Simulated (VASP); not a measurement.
Data:

```
CELL_PARAMETERS angstrom
      3.67826     0.00000     0.00000
      0.00000     3.67826     0.00000
      0.00000     0.00000     3.67826
ATOMIC_POSITIONS crystal
  Cu 0.00000 0.50000 0.50000
  Cu 0.50000 0.00000 0.50000
  Cu 0.50000 0.50000 0.00000
  Au 0.00000 0.00000 0.00000
```

The numbers are results of LDA (Ceperley-Alder, Perdew-Zunger), VASP's LDA PAW potentials (set 64) (plane waves; VASP), not measurements. Numerical set-up: 520 eV cut-off, 9×9×9 Γ-centred mesh, tetrahedra with Blöchl corrections, potentials Cu Au.

The cores are frozen, which limits the accuracy of field gradients.

### Question
Give the principal components of the electric field gradient (V/Å²) and the asymmetry η at each nucleus.

### Answer

| atom | Vxx | Vyy | Vzz | η |
|---|---|---|---|---|
| Cu1 | -11.5 | -11.5 | 23.1 | 0.00 |
| Cu2 | -11.5 | -11.5 | 23.1 | 0.00 |
| Cu3 | -11.5 | -11.5 | 23.1 | 0.00 |
| Au4 | 0.0 | 0.0 | 0.0 | - |

The compound is Cu3Au in the L1_2 structure. It was relaxed first, which changed the volume by -6 %.
